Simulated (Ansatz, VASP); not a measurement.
**SiH4C (SiC wire along [110], 2 atoms a period, H-terminated): VASP beside Ansatz**

Wanted: the spread between two codes on one cell, functional and k mesh. The cell is taken from a series of runs on this material, whose earlier steps may have relaxed, scaled, displaced or heated it; both programs get it as it stands. Other levels of theory on this material are compared in a session of their own.

Main program and level: Ansatz 0.2.0; plane waves, with VASP 6.6.1 beside it; single point at r2SCAN.

## (1) Starting point

The cell holds 6 atoms: 4 H, 1 Si and 1 C. Cell: a = 9.390 Å, b = 9.200 Å, c = 3.155 Å, α = 90.0°, β = 90.0°, γ = 90.0°. Vacuum lies along a and b. The structure's axis is c.

Coordinates:

```
H Si C
1.0
     9.39000    0.00000    0.00000
     0.00000    9.20000    0.00000
     0.00000    0.00000    3.15472
H Si C
4 1 1
Cartesian
  3.4041 5.8089 0.0000
  5.9772 3.7148 1.5774
  5.9772 5.4857 1.5774
  3.4041 3.3916 0.0000
  4.2891 4.6002 0.0000
  5.3214 4.6002 1.5774
```

## (2) VASP: single point, r2SCAN

A single point gives forces, pressure and levels at one fixed geometry, so differences don't come from the geometry; what else differs is listed under the comparison.

Lines of VASP's logs that name or quote its potential files are left out, and so is its time.

Contents of INCAR:

```
SYSTEM = SiH4C
PREC = Accurate
ENCUT = 580
EDIFF = 1E-06
NELM = 120
ISMEAR = -1
SIGMA = 0.05
LREAL = .FALSE.
ALGO = Normal
METAGGA = R2SCAN
LASPH = .TRUE.
NBANDS = 12
LORBIT = 11
LWAVE = .FALSE.
LCHARG = .FALSE.
ISIF = 2
GGA_COMPAT = .FALSE.
EFERMI = MIDGAP
LMIXTAU = .TRUE.
KPAR = 2
```

Contents of POSCAR:

```
SiH4C
1.0
    9.3900000000      0.0000000000      0.0000000000
    0.0000000000      9.2000000000      0.0000000000
    0.0000000000      0.0000000000      3.1547205077
H Si C
4 1 1
Direct
    0.3625248640      0.6313981200      0.0000000000
    0.6365497220      0.4037861480      0.5000000000
    0.6365497220      0.5962681940      0.5000000000
    0.3625248640      0.3686562220      0.0000000000
    0.4567731240      0.5000271710      0.0000000000
    0.5667054130      0.5000271710      0.5000000000
```

Contents of KPOINTS:

```
Automatic mesh
0
Gamma
1 1 20
0 0 0
```

PAW data sets: H, Si and C (PBE family, release 64).

On the command line:

```
$ mpirun -np 2 vasp_std
```

Numbers of over 12 decimals in the logs are rounded to 6 here.

Log:

```text
[banner, memory and clock lines left out]
running    2 mpi-ranks, on    1 nodes
 distrk:  each k-point on    1 cores,    2 groups
 distr:  one band on    1 cores,    1 groups

 POSCAR found type information on POSCAR H SiC
 POSCAR found :  3 types and       6 ions
|                                                                             |
|               ----> ADVICE to this user running VASP <----                  |
|                                                                             |
|     You enforced a specific xc type in the INCAR file but a different       |
|     [... a line on the potential file left out ...]
|     I HOPE YOU KNOW WHAT YOU ARE DOING!                                     |
|                                                                             |

 LDA part: xc-table for (None), standard interpolation
 POSCAR, INCAR and KPOINTS ok, starting setup
 FFT: planning ... GRIDC
 FFT: planning ... GRID_SOFT
 FFT: planning ... GRID
 WAVECAR not read
 entering main loop
       N       E                     dE             d eps       ncg     rms          rms(c)
DAV:   1     0.592914114712E+02    0.59291E+02   -0.40238E+03   264   0.730E+02
DAV:   2    -0.262643048992E+02   -0.85556E+02   -0.77874E+02   408   0.128E+02
DAV:   3    -0.379568488130E+02   -0.11693E+02   -0.11634E+02   340   0.604E+01
DAV:   4    -0.384515383481E+02   -0.49469E+00   -0.49416E+00   384   0.149E+01
DAV:   5    -0.384597559607E+02   -0.82176E-02   -0.82174E-02   404   0.148E+00    0.104E+01
DAV:   6    -0.350684613199E+02    0.33913E+01   -0.71443E+00   336   0.151E+01    0.590E+00
DAV:   7    -0.329223671684E+02    0.21461E+01   -0.63897E-01   388   0.592E+00    0.259E+00
DAV:   8    -0.341072214901E+02   -0.11849E+01   -0.11616E+00   348   0.656E+00    0.149E+00
DAV:   9    -0.332860928887E+02    0.82113E+00   -0.29480E-01   300   0.437E+00    0.433E-01
DAV:  10    -0.332946032244E+02   -0.85103E-02   -0.10475E-01   292   0.311E+00    0.314E-01
DAV:  11    -0.332744428256E+02    0.20160E-01   -0.14716E-01   276   0.355E+00    0.383E-01
DAV:  12    -0.332694837911E+02    0.49590E-02   -0.94536E-02   264   0.270E+00    0.308E-01
DAV:  13    -0.333062580649E+02   -0.36774E-01   -0.27834E-02   284   0.166E+00    0.142E-01
DAV:  14    -0.332863861128E+02    0.19872E-01   -0.16317E-02   344   0.137E+00    0.725E-02
[...]
DAV:  21    -0.332903847295E+02   -0.57863E-03   -0.54779E-04   264   0.256E-01    0.355E-03
DAV:  22    -0.332902474969E+02    0.13723E-03   -0.26242E-04   312   0.208E-01    0.665E-03
DAV:  23    -0.332903639992E+02   -0.11650E-03   -0.15380E-04   272   0.166E-01    0.242E-03
DAV:  24    -0.332902863980E+02    0.77601E-04   -0.70777E-05   272   0.103E-01    0.116E-03
DAV:  25    -0.332902965271E+02   -0.10129E-04   -0.14859E-05   316   0.480E-02    0.106E-03
DAV:  26    -0.332903002317E+02   -0.37046E-05   -0.86175E-06   284   0.357E-02    0.659E-04
DAV:  27    -0.332903022563E+02   -0.20246E-05   -0.44594E-06   272   0.279E-02    0.350E-04
DAV:  28    -0.332903025495E+02   -0.29323E-06   -0.13312E-06   276   0.158E-02
   1 F= -.33290303E+02 E0= -.33290303E+02  d E =0.000000E+00
```

From OUTCAR (step 2):

```text
ion  position               nearest neighbor table
   1  0.363  0.631  0.000-   5 1.50
   2  0.637  0.404  0.500-   6 1.10
   3  0.637  0.596  0.500-   6 1.10
   4  0.363  0.369  0.000-   5 1.50
   5  0.457  0.500  0.000-   1 1.50   4 1.50   6 1.89   6 1.89
   6  0.567  0.500  0.500-   2 1.10   3 1.10   5 1.89   5 1.89

  LATTYP: Found a simple orthorhombic cell.
 ALAT       =     3.1547205077
 B/A-ratio  =     2.9162646826
 C/A-ratio  =     2.9764918880

 Subroutine GETGRP returns: Found  4 space group operations
 (whereof  2 operations were pure point group operations)

The static configuration has the point symmetry C_1h.
 The point group associated with its full space group is C_2v.

 Found     11 irreducible k-points:

   k-points           NKPTS =     11   k-points in BZ     NKDIM =     11   number of bands    NBANDS=     12

   dimension x,y,z NGX =    80 NGY =   72 NGZ =   28
   dimension x,y,z NGXF=   160 NGYF=  144 NGZF=   56

   ENCUT  =  580.0 eV  42.63 Ry    6.53 a.u.  18.44 18.07  6.19*2*pi/ulx,y,z

   NELECT =      12.0000    total number of electrons

 k-points in reciprocal lattice and weights: Automatic mesh
   0.00000000  0.00000000  0.00000000       0.050
   0.00000000  0.00000000  0.05000000       0.100
   0.00000000  0.00000000  0.10000000       0.100
   0.00000000  0.00000000  0.15000000       0.100
   0.00000000  0.00000000  0.20000000       0.100
   0.00000000  0.00000000  0.25000000       0.100
   0.00000000  0.00000000  0.30000000       0.100
   0.00000000  0.00000000  0.35000000       0.100
   0.00000000  0.00000000  0.40000000       0.100
   0.00000000  0.00000000  0.45000000       0.100
   0.00000000  0.00000000  0.50000000       0.050

 average (electrostatic) potential at core
       1 -41.2086       2 -43.2352       3 -43.2352       4 -41.2086       5 -94.8914
       6 -59.0440

 E-fermi :  -2.4109

 k-point     1 :       0.0000    0.0000    0.0000
  band No.  band energies     occupation
    ...
      2     -11.5588      2.00000
      3      -9.9752      2.00000
      4      -6.9729      2.00000
      5      -6.6132      2.00000
      6      -5.3231      2.00000
      7       0.5014      0.00000
      8       1.2417      0.00000
      9       1.8703      0.00000
     10       2.1717      0.00000
     11       2.3853      0.00000
    ...

 k-point     2 :       0.0000    0.0000    0.0500
  band No.  band energies     occupation
    ...
      2     -11.5461      2.00000
      3      -9.9559      2.00000
      4      -6.9658      2.00000
      5      -6.6235      2.00000
      6      -5.4716      2.00000
      7       0.5764      0.00000
      8       1.3028      0.00000
      9       1.9361      0.00000
     10       2.2074      0.00000
     11       2.4666      0.00000
    ...

 k-point     3 :       0.0000    0.0000    0.1000
  band No.  band energies     occupation
    ...
      2     -11.5105      2.00000
      3      -9.8987      2.00000
      4      -6.9456      2.00000
      5      -6.6653      2.00000
      6      -5.8505      2.00000
      7       0.7512      0.00000
      8       1.4476      0.00000
      9       2.1155      0.00000
     10       2.3136      0.00000
     11       2.7333      0.00000
    ...

  Total       -0.6788918     -0.6864908     -0.7246817      0.0000000      0.0000000      0.0000000
  in kB       -3.9911390     -4.0358125     -4.2603332      0.0000000      0.0000000      0.0000000
  external PRESSURE =      -4.0957616 kB  Pullay stress =       0.0000000 kB

  energy-cutoff  :      580.00
  volume of cell :      272.53
      direct lattice vectors                 reciprocal lattice vectors
     9.390000000  0.000000000  0.000000000     0.106496273  0.000000000  0.000000000
     0.000000000  9.200000000  0.000000000     0.000000000  0.108695652  0.000000000
     0.000000000  0.000000000  3.154720508     0.000000000  0.000000000  0.316985292

 POSITION                                       TOTAL-FORCE (eV/Angst)
 -----------------------------------------------------------------------------------
      3.40411      5.80886      0.00000         0.128749     -0.167967      0.000000
      5.97720      3.71483      1.57736        -0.094045      0.134823      0.000000
      5.97720      5.48567      1.57736        -0.094045     -0.134823      0.000000
      3.40411      3.39164      0.00000         0.128749      0.167967      0.000000
      4.28910      4.60025      0.00000        -0.004514     -0.000000      0.000000
      5.32136      4.60025      1.57736        -0.064894     -0.000000      0.000000
 -----------------------------------------------------------------------------------
    total drift:                                0.000076     -0.000001      0.000001

  FREE ENERGIE OF THE ION-ELECTRON SYSTEM (eV)
  ---------------------------------------------------
  free  energy   TOTEN  =       -33.2903025495 eV

  energy  without entropy=      -33.2903025495  energy(sigma->0) =      -33.29030255

 total charge
# of ion       s       p       d       tot
------------------------------------------
    1        0.583   0.014   0.000   0.597
    2        0.625   0.047   0.000   0.671
    3        0.625   0.047   0.000   0.671
    4        0.583   0.014   0.000   0.597
    5        0.715   1.015   0.000   1.730
    6        0.846   1.749   0.000   2.595
--------------------------------------------------
tot          3.977   2.885   0.000   6.861

[... 3 further parts left out ...]
```

## (3) Ansatz: single point, r2SCAN

Ansatz runs on its default PAW (the set named soft_2) files.

The same cell, functional, mesh and smearing now go to Ansatz, which takes its cutoff from its data sets.

Contents of input.yaml:

```yaml
crystal:
  lattice:
    - [9.39, 0.0, 0.0]
    - [0.0, 9.2, 0.0]
    - [0.0, 0.0, 3.1547205077]
  atoms:
    - { symbol: H, position: [0.362524864, 0.63139812, 0.0] }
    - { symbol: Si, position: [0.456773124, 0.500027171, 0.0] }
    - { symbol: C, position: [0.566705413, 0.500027171, 0.5] }
    - { symbol: H, position: [0.636549722, 0.403786148, 0.5] }
    - { symbol: H, position: [0.636549722, 0.596268194, 0.5] }
    - { symbol: H, position: [0.362524864, 0.368656222, 0.0] }
kpoints:
  mp_grid: { grid: [1, 1, 20] }
  band_path: { path: ["Γ", Z], npoints: 50 }
scf:
  occupations: { method: fermi_dirac, width: 0.05 }
hamiltonian:
  xc: r2scan
```

On the command line:

```
$ ansatz run input.yaml --threads 8 --pin off --max-ram 16384MiB --backend cpu --events-out ev --progress --plain --runs-dir out
```

Log:

```text
Engine: ansatz 0.2.0, x86_64-unknown-linux-gnu
Pseudopotentials: kind: paw
Pseudopotential: H, paw, valence charge 1, recommended cutoff 500 eV (meta_gga), H.paw.azcp
Pseudopotential: Si, paw, valence charge 4, recommended cutoff 500 eV (meta_gga), Si.paw.azcp
Pseudopotential: C, paw, valence charge 4, recommended cutoff 500 eV (meta_gga), C.paw.azcp
Functional definition: r2SCAN
  parameter k0 = 0.174
  parameter k1 = 0.065
  parameter a1 = 4.9479
  exchange = r2scan_x(k0 = k0, k1 = k1, a1 = a1)
  correlation = r2scan_c
Crystal: 6 atoms, lattice volume = 272.530 Å³
Basis set: ecut = 500 eV, 6957 PW (Γ), exchange–correlation on 288×288×96 points (64 copies of the dense FFT grid, shifted against one another)
Bands: 12, of which v1, the nominal top of the filled ones, is band 6 counted from 1 (5 counted from 0)
Symmetry: 4 space group operations
Space group: Pmm2 (ITA 25), of the structure as read, at distance tolerance 6.5e-5 Å
k-points: 11 of 20
Non-local potential: H, projectors of the file, l = 0: 2, l = 1: 1
Non-local potential: Si, projectors of the file, l = 0: 2, l = 1: 2, l = 2: 2
Non-local potential: C, projectors of the file, l = 0: 2, l = 1: 2, l = 2: 1
PAW form: soft (Blöchl's): semilocal exchange-correlation on the pseudo side does not see the compensation charge
PAW frozen core: Si, regenerated for the run's functional (the file was generated under x = pbe(κ = 0.804, μ = 0.219515), c = pbe(β = 0.066725))
PAW frozen core: C, regenerated for the run's functional (the file was generated under x = pbe(κ = 0.804, μ = 0.219515), c = pbe(β = 0.066725))
PAW one-centre angular grid: H, 302 points (default); XC on 160 Gauss nodes
PAW one-centre angular grid: Si, 302 points (default); XC on 160 Gauss nodes
PAW one-centre angular grid: C, 302 points (default); XC on 239 of its mesh's 2573 points in the sphere
Initial density: superposition of atomic densities (neutral atoms: chi_scale 0, normalization atom), corrected by the library's trained network
Initial wavefunctions: pseudopotential atomic-orbital guess
Functional: x = r2scan, c = r2scan; τ floored in thin density (d = 2e-4 eV/Å³)
SCF iter   1: F=—  HF=-955.311082 eV  |F-HF|=—  |Δ(HF+E_count)|=         —  Δρ=2.58e-3  dr2=2.01e-2  dr2_τ=2.30e-1  ethr=1.77e-3  ⟨swp⟩=7.2  Hψ=1136  notcnv=0
preconditioner: auto → Resta (q_TF=auto, 1.621 Å⁻¹)  ε∞=1.4  [insulator: Δε(μ)=5.410 eV  Ē_g=12.083 eV  σ=0.050 eV  W_gap=1.00  n_scr=20 (ndim 8)  ℏωp=7.8 eV  f_vac=0.682  D(μ)=0.00/eV (n_scr^D=0)  ε∞_Penn≈1.4  vacuum switching on, ρ_ref=1.1e-2 e/Å³]
SCF iter   2: F=—  HF=-955.248869 eV  |F-HF|=—  |Δ(HF+E_count)|=   6.22e-2  Δρ=1.31e-3  dr2=4.22e-3  dr2_τ=7.41e-5  ethr=1.67e-4  ⟨swp⟩=4.0  Hψ=400  notcnv=0  defer=18
SCF iter   3: F=—  HF=-955.255159 eV  |F-HF|=—  |Δ(HF+E_count)|=   6.29e-3  Δρ=2.13e-4  dr2=1.21e-4  dr2_τ=1.64e-5  ethr=3.51e-5  ⟨swp⟩=3.5  Hψ=266  notcnv=0  defer=18
SCF iter   4: F=—  HF=-955.255585 eV  |F-HF|=—  |Δ(HF+E_count)|=   4.26e-4  Δρ=6.93e-5  dr2=1.14e-5  dr2_τ=3.75e-7  ethr=1.01e-6  ⟨swp⟩=2.7  Hψ=260  notcnv=0  defer=18
SCF iter   5: F=—  HF=-955.255683 eV  |F-HF|=—  |Δ(HF+E_count)|=   9.76e-5  Δρ=2.85e-5  dr2=2.93e-6  dr2_τ=2.82e-7  ethr=9.48e-8  ⟨swp⟩=2.0  Hψ=243  notcnv=0  defer=18
SCF iter   6: F=—  HF=-955.255684 eV  |F-HF|=—  |Δ(HF+E_count)|=   1.62e-6  Δρ=5.98e-6  dr2=1.02e-7  dr2_τ=1.35e-8  ethr=8.33e-10  ⟨swp⟩=11.3  Hψ=930  notcnv=0
SCF iter   7: F=-955.255685 eV  HF=-955.255685 eV  |F-HF|=5.36e-8  |Δ(HF+E_count)|=   8.33e-7  Δρ=1.64e-6  dr2=7.38e-9  dr2_τ=5.20e-10  ethr=8.33e-10  ⟨swp⟩=5.6  Hψ=572  notcnv=0
SCF 1 converged in 7 iterations: F = -955.255685 eV  dr2 = 7.38e-9
  greatest PAW one-centre occupation: 0.660 electrons in one spin orbital (limit 2), on the C atom at site 2 (counted from 0), in its partial waves of l = 0
NSCF: frozen V_eff on 51 k-points
SCF converged after 7 iterations
Free energy (F): -955.255685 eV
Harris-Foulkes:  -955.255685 eV  (|F-HF|=5.36e-8)
Internal energy: -955.255685 eV  (E = F + TS)
E sigma→0 (E₀):  -955.255685 eV
Fermi energy:    -2.283658 eV
--- Per-component energies (eV) ---
  E_band       = -116.115725
  E_kinetic    = 187.124408
  E_local      = -1113.476082  (includes V_loc(G=0)·N_el)
  E_nonlocal   = 57.668073
  E_hartree    = 461.604018
  E_xc         = -135.418546
  E_vxc        = -167.368073  (∫ρ·V_xc dr)
  E_paw        = -622.712700  (= ΣΔE_a)
  E_vpaw       = -12.263136  (= ΣTr[D̂ρ^β])
  E_aug_tail   = -0.001840  (compensation charges beyond the density's cutoff)
  E_vtau       = 8.994285  (kinetic-family band-sum trace: ∫τ·v_τ [+ j·A + Jᵃ·Aᵃ] dr)
  E_ewald      = 210.058191
  E_core_change = -0.101207  (= ΣΔE_core)
  E_smearing   = -0.000000  (= −TS)
  E_closure    = 0.000000  (closes the sum)
  Σ components = -955.255685   (vs F -955.255685, Δ=0.00e0)
--- Band table (eV; the first three rows and the last of 11) ---
  k-point 0: bands = [... 2 lower, -9.8354, -6.8321, -6.4719, -5.1777, 0.6247, 1.3555, 1.9977, 2.2892, ... 2 higher]
  k-point 1: bands = [... 2 lower, -9.8161, -6.8249, -6.4821, -5.3263, 0.6987, 1.4166, 2.0659, 2.3248, ... 2 higher]
  k-point 2: bands = [... 2 lower, -9.7589, -6.8047, -6.5239, -5.7055, 0.8713, 1.5624, 2.2499, 2.4312, ... 2 higher]
  k-point 10: bands = [... 2 lower, -8.8387, -8.0983, -7.2270, -6.6895, 1.4617, 2.5756, 3.2691, 3.3470, ... 2 higher]
```

In the SCF lines HF is the Harris–Foulkes energy and dr2 the Hartree energy of the density residual, in eV; the loop may stop once dr2 is under the threshold and the program's other checks hold. Hψ counts applications of the Hamiltonian.

## (4) Differences

Known differences besides the potentials themselves: VASP keeps PBE cores, Ansatz makes them for the functional; the cutoff is 500 eV in Ansatz and 580 eV in VASP. Total energies have different zeros and are not compared.

The two programs side by side:

```
              quantity  Ansatz   VASP  difference
gap on the k mesh (eV)   5.802  5.824      -0.022
```

A gap on the mesh is an upper bound, since the band edges may lie between its points.

## (5) Outcome

* difference in gap on the k mesh (single point, r2SCAN): -0.022 eV

What this shows: The difference in gap on the k mesh is -0.022 eV (single point, r2SCAN), within the 0.08 eV picked in this series as the mark of a large difference. 5 further runs of this series are not shown here. How closely two codes agree says nothing of how well the functional describes the real material.

[Lines on the potential files, build, host, timing and source positions are cut from VASP's logs without a mark.]

[Logs are printed without paths, hosts, clocks, repeated set-up lines and the standing remarks that a program may print on its own settings, such as how far it seeks lower states.]

[Hosts, paths, dates, database ids (printed as entryN), source tags and the programs' standing remarks are cut or masked in the printed files.]
